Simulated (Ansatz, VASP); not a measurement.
# Si3IrRu in VASP and in Ansatz

```xyz
5
Lattice="4.4027 0.0000 0.0000 0.0000 4.4027 0.0000 0.0000 0.0000 4.4027" Properties=species:S:1:pos:R:3 pbc="T T T"
Si    2.2014    2.2014    0.0000
Si    2.2014    0.0000    2.2014
Si    0.0000    2.2014    2.2014
Ru    0.0000    0.0000    0.0000
Ir    2.2014    2.2014    2.2014
```

Change from the starting cell: species swapped into the Nd3AlC type (Pm-3m, No. 221).

Alike in both runs: task single point; functional PBE; k mesh 4 × 4 × 4; occupations gaussian, width 0.1 eV; no spin polarisation.

|  | VASP | Ansatz |
| --- | --- | --- |
| version | VASP 6.6.1 | Ansatz 0.2.0 |
| potentials or method | VASP PAW PBE potentials, release 64 (Si, Ru_pv, Ir) | scalar-relativistic, plane waves, PAW |
| plane-wave cutoff (eV) | 520 | 420 |
| valence electrons in the cell | 35 | 45 |

|  | VASP | Ansatz | Ansatz less VASP |
| --- | --- | --- | --- |
| gap on the k mesh at the Fermi level (eV) | none | none | - |
| pressure (GPa) | 14.9 | 14.5 | -0.37 |

A gap of «none» marks a metal or a gap that the smearing closes. The functional is the same, so the differences come from potentials, cutoffs and numerics. The two sets of potentials don't hold the same shells in valence.

The runs have no spin-orbit coupling, so splittings on Ir are missing.
